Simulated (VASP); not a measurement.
```
W
1.0
   -1.58638     1.58638     1.58638
    1.58638    -1.58638     1.58638
    1.58638     1.58638    -1.58638
W
1
Direct
  0.00000   0.00000   0.00000
```

These are rev-vdW-DF2, VASP's PBE PAW potentials (set 64) (plane waves; VASP) values and carry that method's errors. Run with 520 eV cut-off, 18×18×18 Γ-centred mesh, tetrahedra with Blöchl corrections, potentials W_sv.

Unless said otherwise, spin-orbit coupling is left out, though it shifts the bands of the heavy elements here.

Task: Estimate the energy per atom (σ→0), band gap (on the k-mesh) with the smallest direct gap where there is one.

Result: 
```json
{
  "band gap (on the k-mesh)": "none (metal, semimetal or under 0.01 eV)",
  "energy per atom (σ→0)": "-10.336 eV/atom"
}
```

Only differences to runs with the same potentials and settings are physical.

The compound is W in the bcc structure. It was relaxed first.
